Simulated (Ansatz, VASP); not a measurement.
This is a calculation of ScSi2 for Ansatz 0.2.0.

The input input.yaml:

```yaml
crystal:
  lattice:
    - [3.708163418, 0.0, 0.0]
    - [-1.854081709, 3.2113637214, 0.0]
    - [0.0, 0.0, 3.9209268928]
  atoms:
    - { symbol: Sc, position: [0.0, 0.0, 0.0] }
    - { symbol: Si, position: [0.6666666667, 0.3333333333, 0.5] }
    - { symbol: Si, position: [0.3333333333, 0.6666666667, 0.5] }
hamiltonian:
  xc: pbe
  pseudopotentials: { kind: paw }
kpoints:
  mp_grid: { grid: [8, 8, 7] }
scf:
  occupations: { method: fermi_dirac, width: 0.05 }
output:
  forces: true
  stress: true
  eigenvalues: true
```

Potentials or basis: Ansatz PAW.

The run is started by

```bash
$ ansatz run input.yaml --threads 1 --pin off --max-ram 3584MiB --backend cpu --events-out ev --progress --plain --runs-dir out
```

Translate it to VASP 6.6.1. Potentials there: VASP PAW PBE potentials, release 64 (Sc_sv, Si).

As run (the cutoff follows the program's own potentials):

File INCAR:

```
SYSTEM = ScSi2
PREC = Accurate ; ENCUT = 520
EDIFF = 1E-7 ; ISMEAR = -1
SIGMA = 0.05 ; LREAL = .FALSE.
LASPH = .TRUE. ; NELM = 100
ALGO = Normal ; ISIF = 2
LWAVE = .FALSE. ; LCHARG = .FALSE.
GGA = PE ; NBANDS = 16
```

File KPOINTS:

```
Automatic mesh
0
G
  8 8 7
  0 0 0
```

File POSCAR:

```
ScSi2
1.0
    3.7081634180      0.0000000000      0.0000000000
   -1.8540817090      3.2113637214      0.0000000000
    0.0000000000      0.0000000000      3.9209268928
Sc Si
1 2
Direct
    0.0000000000      0.0000000000      0.0000000000
    0.6666666667      0.3333333333      0.5000000000
    0.3333333333      0.6666666667      0.5000000000
```

Potentials or basis: VASP PAW PBE potentials, release 64 (Sc_sv, Si).

Command:

```console
$ cat potpaw_PBE.64/Sc_sv/POTCAR potpaw_PBE.64/Si/POTCAR > POTCAR
$ mpirun -np 1 vasp_std > vasp.out
```

Both were run:

|  | VASP | Ansatz | Ansatz less VASP |
| --- | --- | --- | --- |
| gap on the k mesh at the Fermi level (eV) | none | none | - |
| pressure (GPa) | 17.9 | 17.9 | -0.01 |
| largest component of the traceless stress (GPa) | 20.24 | 20.41 | +0.166 |

A gap of «none» marks a metal or a gap that the smearing closes. The functional is the same, so the differences come from potentials, cutoffs and numerics.
